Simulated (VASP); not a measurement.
# Cu (Copper): the relaxed cell at several levels

Which functional gives the lattice of Cu (Copper) as experiment finds it, and is a dearer one worth its cost? The levels: LDA, PBEsol, PBE, r2SCAN, PBE + D3(BJ), r2SCAN + rVV10, vdW-DF-cx and PBE + D4. LASPH is on for some levels and off for others; the table marks which. The start is a cell from a database of measured crystal structures.

Main program and level: VASP 6.6.1; LDA; plane waves and PAW (Cu), in the first sound run; inputs show where later runs differ.

The experiments to compare with:

“Engineering Surface Oxophilicity of Copper for Electrochemical CO2 Reduction to Ethanol” (2022, pmc:9839838) quotes from earlier work for Cu, fcc (literature value for bulk Cu): lattice constant a (cubic lattice parameter, quoted experimental value) 3.615 Å [Literature experimental value quoted in the DFT methods section for comparison; no source …].

This is a report of a sequence of runs, with most program output left out.

## (1) The starting structure

Before any relaxation, the start is as follows. Symmetry: Fm-3m, No. 225, cubic system. Conventional cell: a = 3.615 Å, b = 3.615 Å, c = 3.615 Å, α = 90.00°, β = 90.00°, γ = 90.00°. Nearest to Cu lie 12 Cu at 2.56 Å.

Coordinates:

```
Cu
1.0
     0.00000    1.80750    1.80750
     1.80750    0.00000    1.80750
     1.80750    1.80750    0.00000
Cu
1
Cartesian
  0.0000 0.0000 0.0000
```

## (2) Relaxation with LDA

The start need not lie at this functional's minimum. ISIF = 3 frees volume, shape and positions, and EDIFFG sets the threshold on forces and stress at which the search stops. LDA, the lowest rung, knows the local density alone.

Input file INCAR:

```
SYSTEM = Cu
PREC = Accurate
ENCUT = 520
EDIFF = 1E-06
NELM = 100
ISMEAR = -1
SIGMA = 0.05
LREAL = .FALSE.
ALGO = Normal
GGA = CA
NBANDS = 11
LORBIT = 11
LWAVE = .FALSE.
LCHARG = .FALSE.
KPAR = 2
IBRION = 2
NSW = 60
ISIF = 3
EDIFFG = -0.01
```

Input file POSCAR:

```
Cu
1.0
    0.0000000000      1.8075000000      1.8075000000
    1.8075000000      0.0000000000      1.8075000000
    1.8075000000      1.8075000000      0.0000000000
Cu
1
Direct
    0.0000000000      0.0000000000      0.0000000000
```

Input file KPOINTS:

```
Automatic mesh
0
Gamma
13 13 13
0 0 0
```

The projector-augmented-wave data sets are Cu (PBE family, release 64).

Run with:

```
$ mpirun -np 2 vasp_std
```

Wall time 5.4 s (2 MPI ranks of Intel Xeon 6975P-C (Granite Rapids), shared host); peak memory 0.24 GiB.

This run has no spin polarisation. Its electron count is odd, so without a moment it is a metal by construction. The PAW data sets were made with PBE, though LDA sets exist; this is a small mismatch. The run keeps the 48 symmetry operations of its start, so it cannot find a distortion of lower symmetry.

Step by step:

```
step  energy less that of the first step (eV)  largest force (eV/Å)  pressure (GPa)  volume (Å³)
   1                                   0.0000                0.0000          -11.57        11.81
   2                                  -0.0154                0.0000           10.79        10.41
   3                                  -0.0330                0.0000           -0.07        10.96
```

```
conventional cell, symmetrised  before  after  change
                         a (Å)   3.615  3.527  -2.4 %
                         b (Å)   3.615  3.527  -2.4 %
                         c (Å)   3.615  3.527  -2.4 %
              volume (Å³/atom)   11.81  10.96  -7.2 %
```

Final coordinates:

```xyz
1
Lattice="0.0000 1.7633 1.7633 1.7633 0.0000 1.7633 1.7633 1.7633 0.0000" Properties=species:S:1:pos:R:3 pbc="T T T"
Cu    0.0000    0.0000    0.0000
```

This step gave:

```
electrons                       : 11
bands                           : 11
irreducible k-points            : 84
symmetry operations             : 48
free energy (TOTEN)             : -4.731 eV
energy at zero smearing         : -4.730 eV
Fermi energy                    : 8.306 eV
pressure                        : -0.07491 GPa
metallic                        : yes
SCF cycles over all ionic steps : 27
```

It ends with forces that vanish by symmetry and a pressure of -0.07 GPa. The volume lies -7.2 % from that of the database's start, which holds the thermal and zero-point expansion of its experiment. LDA is known to overbind. The conventional cell has a = 3.527 Å.

## (3) Relaxation with PBEsol

This step: PBEsol; plane waves and PAW (Cu) (VASP 6.6.1).

PBEsol restores the gradient expansion of exchange and is tuned for the cells of solids.

Changes to INCAR since step 2:

```diff
@@ -9,3 +9,3 @@
 ALGO = Normal
-GGA = CA
+GGA = PS
 NBANDS = 11
```

POSCAR is that of step 2.

KPOINTS is that of step 2.

Run with:

```
$ mpirun -np 2 vasp_std
```

The job ended after 5.4 s (2 MPI ranks; peak memory 0.25 GiB; 9.9 s of CPU time).

The PAW data sets were made with PBE, which is usual practice but a small mismatch for other functionals.

Relaxation path:

```csv
step,energy less that of the first step (eV),largest force (eV/Å),pressure (GPa),volume (Å³)
1,0.0000,0.0000,-5.90,11.81
2,-0.0050,0.0000,4.41,11.08
3,-0.0087,0.0000,0.02,11.36
```

| conventional cell, symmetrised | before | after | change |
| --- | --- | --- | --- |
| a (Å) | 3.615 | 3.568 | -1.3 % |
| b (Å) | 3.615 | 3.568 | -1.3 % |
| c (Å) | 3.615 | 3.568 | -1.3 % |
| volume (Å³/atom) | 11.81 | 11.36 | -3.8 % |

Final coordinates:

```xyz
1
Lattice="0.0000 1.7841 1.7841 1.7841 0.0000 1.7841 1.7841 1.7841 0.0000" Properties=species:S:1:pos:R:3 pbc="T T T"
Cu    0.0000    0.0000    0.0000
```

This step gave:

| Item | Value |
| --- | --- |
| free energy (TOTEN) | -4.311 eV |
| energy at zero smearing | -4.310 eV |
| Fermi energy | 8.065 eV |
| pressure | 0.02044 GPa |

It ends at 11.36 Å³/atom, -3.8 % from the start, with 0.02 GPa left. The conventional cell has a = 3.568 Å.

## (4) Relaxation with PBE

This step: PBE; plane waves and PAW (Cu) (VASP 6.6.1).

PBE, the usual starting point, adds the gradient of the density.

Changes to INCAR since step 3:

```diff
@@ -9,3 +9,3 @@
 ALGO = Normal
-GGA = PS
+GGA = PE
 NBANDS = 11
```

POSCAR is that of step 3.

KPOINTS is that of step 3.

Run with:

```
$ mpirun -np 2 vasp_std
```

It took 5 s on 2 MPI ranks; peak memory 0.24 GiB; 8.8 s of CPU time.

The steps of the relaxation:

| step | energy less that of the first step (eV) | largest force (eV/Å) | pressure (GPa) | volume (Å³) |
| --- | --- | --- | --- | --- |
| 1 | 0.0000 | 0.0000 | 2.20 | 11.81 |
| 2 | -0.0008 | 0.0000 | -1.23 | 12.09 |
| 3 | -0.0012 | 0.0000 | -0.06 | 11.99 |

| conventional cell, symmetrised | before | after | change |
| --- | --- | --- | --- |
| a (Å) | 3.615 | 3.633 | +0.5 % |
| b (Å) | 3.615 | 3.633 | +0.5 % |
| c (Å) | 3.615 | 3.633 | +0.5 % |
| volume (Å³/atom) | 11.81 | 11.99 | +1.5 % |

The relaxed structure:

```cif
data_structure
_symmetry_space_group_name_H-M 'P 1'
_symmetry_Int_Tables_number 1
_cell_length_a 2.5689
_cell_length_b 2.5689
_cell_length_c 2.5689
_cell_angle_alpha 60.000
_cell_angle_beta 60.000
_cell_angle_gamma 60.000
_cell_volume 11.99
loop_
_atom_site_label
_atom_site_type_symbol
_atom_site_fract_x
_atom_site_fract_y
_atom_site_fract_z
_atom_site_occupancy
Cu1 Cu 0.00000 0.00000 0.00000 1
```

It ends at 11.99 Å³/atom, +1.5 % from the start, with -0.06 GPa left. The conventional cell has a = 3.633 Å.

## (5) Relaxation with r2SCAN

This step: r2SCAN; plane waves and PAW (Cu) (VASP 6.6.1).

r2SCAN adds the kinetic-energy density, costs more than a GGA and is run with LASPH.

Changes to INCAR since step 4:

```diff
@@ -9,3 +9,4 @@
 ALGO = Normal
-GGA = PE
+METAGGA = R2SCAN
+LASPH = .TRUE.
 NBANDS = 11
```

POSCAR is that of step 4.

KPOINTS is that of step 4.

Run with:

```
$ mpirun -np 2 vasp_std
```

The job ended after 40 s (2 MPI ranks; peak memory 0.25 GiB; 79 s of CPU time).

The steps of the relaxation:

| step | energy less that of the first step (eV) | largest force (eV/Å) | pressure (GPa) | volume (Å³) |
| --- | --- | --- | --- | --- |
| 1 | 0.0000 | 0.0000 | -4.37 | 11.81 |
| 2 | -0.0023 | 0.0000 | 3.23 | 11.27 |
| 3 | -0.0044 | 0.0000 | -0.29 | 11.49 |
| 4 | -0.0044 | 0.0000 | 0.16 | 11.47 |
| 5 | -0.0044 | 0.0000 | 0.05 | 11.48 |

```
conventional cell, symmetrised  before  after  change
                         a (Å)   3.615  3.581  -0.9 %
                         b (Å)   3.615  3.581  -0.9 %
                         c (Å)   3.615  3.581  -0.9 %
              volume (Å³/atom)   11.81  11.48  -2.8 %
```

Final coordinates:

```
Cu
1.0
     0.00000    1.79033    1.79033
     1.79033    0.00000    1.79033
     1.79033    1.79033    0.00000
Cu
1
Direct
  0.00000 0.00000 0.00000
```

It ends at 11.48 Å³/atom, -2.8 % from the start, with 0.05 GPa left. The conventional cell has a = 3.581 Å.

## (6) Relaxation with PBE + D3(BJ)

This step: PBE with D3(BJ); plane waves and PAW (Cu) (VASP 6.6.1).

A dispersion term adds the long-range attraction that semilocal functionals lack. D3 with Becke-Johnson damping keeps a finite attraction at short range.

Changes to INCAR since step 5:

```diff
@@ -9,4 +9,4 @@
 ALGO = Normal
-METAGGA = R2SCAN
-LASPH = .TRUE.
+GGA = PE
+IVDW = 12
 NBANDS = 11
```

POSCAR is that of step 5.

KPOINTS is that of step 5.

Run with:

```
$ mpirun -np 2 vasp_std
```

It took 5.4 s on 2 MPI ranks; peak memory 0.27 GiB.

Dispersion corrections of this kind ignore metallic screening and tend to overbind metals.

It ends at 11.34 Å³/atom, -4.0 % from the start, with -0.07 GPa left. The conventional cell has a = 3.567 Å. Against plain PBE, the dispersion term moves a by -1.8 %.

## (7) Relaxation with r2SCAN + rVV10

This step: r2SCAN with rVV10; plane waves and PAW (Cu) (VASP 6.6.1).

LUSE_VDW switches on a nonlocal correlation term for dispersion.

Changes to INCAR since step 6:

```diff
@@ -9,4 +9,8 @@
 ALGO = Normal
-GGA = PE
-IVDW = 12
+METAGGA = R2SCAN
+LUSE_VDW = .TRUE.
+IVDW_NL = 2
+BPARAM = 11.95
+CPARAM = 0.0093
+LASPH = .TRUE.
 NBANDS = 11
```

POSCAR is that of step 6.

KPOINTS is that of step 6.

Run with:

```
$ mpirun -np 2 vasp_std
```

Run time: 65 s. Hardware: 2 MPI ranks; peak memory 0.35 GiB; 2.1 min of CPU time.

It ends at 11.35 Å³/atom, -3.9 % from the start, with 0.05 GPa left. The conventional cell has a = 3.568 Å. Against plain r2SCAN, the dispersion term moves a by -0.4 %.

## (8) Relaxation with vdW-DF-cx

This step: vdW-DF-cx; plane waves and PAW (Cu) (VASP 6.6.1).

vdW-DF-cx takes its exchange from the same plasmon model as its correlation.

Changes to INCAR since step 7:

```diff
@@ -9,7 +9,5 @@
 ALGO = Normal
-METAGGA = R2SCAN
+GGA = CX
+AGGAC = 0
 LUSE_VDW = .TRUE.
-IVDW_NL = 2
-BPARAM = 11.95
-CPARAM = 0.0093
 LASPH = .TRUE.
```

POSCAR is that of step 7.

KPOINTS is that of step 7.

Run with:

```
$ mpirun -np 2 vasp_std
```

Wall time 23 s (2 MPI ranks); peak memory 0.45 GiB.

It ends at 11.47 Å³/atom, -2.9 % from the start, with -0.01 GPa left. The conventional cell has a = 3.580 Å.

## (9) Relaxation with PBE + D4

This step: PBE with D4; plane waves and PAW (Cu) (VASP 6.6.1).

D4 lets the coefficients depend on atomic charges too.

Changes to INCAR since step 8:

```diff
@@ -9,6 +9,4 @@
 ALGO = Normal
-GGA = CX
-AGGAC = 0
-LUSE_VDW = .TRUE.
-LASPH = .TRUE.
+GGA = PE
+IVDW = 13
 NBANDS = 11
```

POSCAR is that of step 8.

KPOINTS is that of step 8.

Run with:

```
$ mpirun -np 2 vasp_std
```

Wall time 6.6 s (2 MPI ranks); peak memory 0.25 GiB; 12 s of CPU time.

It ends at 11.44 Å³/atom, -3.2 % from the start, with -0.04 GPa left. The conventional cell has a = 3.576 Å. Against plain PBE, the dispersion term moves a by -1.6 %.

## (10) The cells as a table

This step: relaxed cells at several levels; plane waves and PAW (VASP 6.6.1).

This step runs nothing: it gathers the runs above.

Lengths are those of the conventional cell; cost is the wall time of each run, as given at its step, times its ranks, without the set-up around it; LASPH differs between rows, which moves results and costs too. Results by level, by row:

```
         level  volume (Å³/atom)  change from the start (%)  a (Å)  cost (core minutes)  LASPH
           LDA             10.96                       -7.2  3.527                 0.18    off
        PBEsol             11.36                       -3.8  3.568                 0.18    off
           PBE             11.99                        1.5  3.633                0.167    off
        r2SCAN             11.48                       -2.8  3.581                 1.33     on
  PBE + D3(BJ)             11.34                         -4  3.567                 0.18    off
r2SCAN + rVV10             11.35                       -3.9  3.568                 2.17     on
     vdW-DF-cx             11.47                       -2.9   3.58                0.767     on
      PBE + D4             11.44                       -3.2  3.576                 0.22    off
```

## (11) What came out

```json
{
 "volume, LDA": "10.96 Å³/atom",
 "volume, PBEsol": "11.36 Å³/atom",
 "volume, PBE": "11.99 Å³/atom",
 "volume, r2SCAN": "11.48 Å³/atom",
 "volume, PBE + D3(BJ)": "11.34 Å³/atom",
 "volume, r2SCAN + rVV10": "11.35 Å³/atom",
 "volume, vdW-DF-cx": "11.47 Å³/atom",
 "volume, PBE + D4": "11.44 Å³/atom"
}
```

For Cu (Copper) the levels give volumes between 10.96 Å³/atom (LDA) and 11.99 Å³/atom (PBE), a spread of 9.3 %, while the cost of the finished runs spans a factor of 13. Within 1 % of experiment on every length: PBE, r2SCAN and vdW-DF-cx. The nearest, PBE, is among the cheap ones. Thermal and zero-point expansion, often some tenths of a per cent in length, bear on this order: with the measured lengths lowered by an assumed 0.4 % the nearest becomes r2SCAN. The costs hold the number of ionic steps as well as the price of the functional. The closing table has room for seven levels; PBE + D4 stands in the table of levels alone. Adding D3(BJ) to PBE changes the volume by -5.4 % (a by -1.8 %). Adding rVV10 to r2SCAN changes the volume by -1.1 % (a by -0.4 %). Adding D4 to PBE changes the volume by -4.6 % (a by -1.6 %). Pairwise corrections of the D and TS kind ignore the screening in a metal, so they may overbind here. Within 0.02 Å all end in space group Fm-3m; the runs can't lower the symmetry of the start. LASPH is on for some levels and off for others, so differences between them are not the functional's alone. Each is a single relaxation on the plane waves of the start cell, so larger changes of volume carry a basis-set error that was not tested here.

Comparison with the measured values:

```
              quantity  measured             LDA          PBEsol             PBE          r2SCAN    PBE + D3(BJ)  r2SCAN + rVV10       vdW-DF-cx
lattice constant a (Å)     3.615  3.527 (-2.4 %)  3.568 (-1.3 %)  3.633 (+0.5 %)  3.581 (-0.9 %)  3.567 (-1.3 %)  3.568 (-1.3 %)  3.580 (-1.0 %)
```

Measured values from pmc:9839838 (2022).

**Verdict.** For the lattice constant a, of the levels listed nearest comes PBE (+0.5 %, good agreement) and farthest LDA (-2.4 %, a clear miss). The grades are ours: good and fair within 0.7 and 1.5 % for the lattice constant a. Zero-point motion and thermal expansion are not in the computed lattice constants.

[Lines on the potential files, build, host, timing and source positions are cut from VASP's logs without a mark.]

[Logs are printed without paths, hosts, clocks, repeated set-up lines and the standing remarks that a program may print on its own settings, such as how far it seeks lower states.]

[Hosts, paths, dates, database ids (printed as entryN), source tags and the programs' standing remarks are cut or masked in the printed files.]

[A measured line is paired with the nearest computed mode of its activity, which favours agreement.]
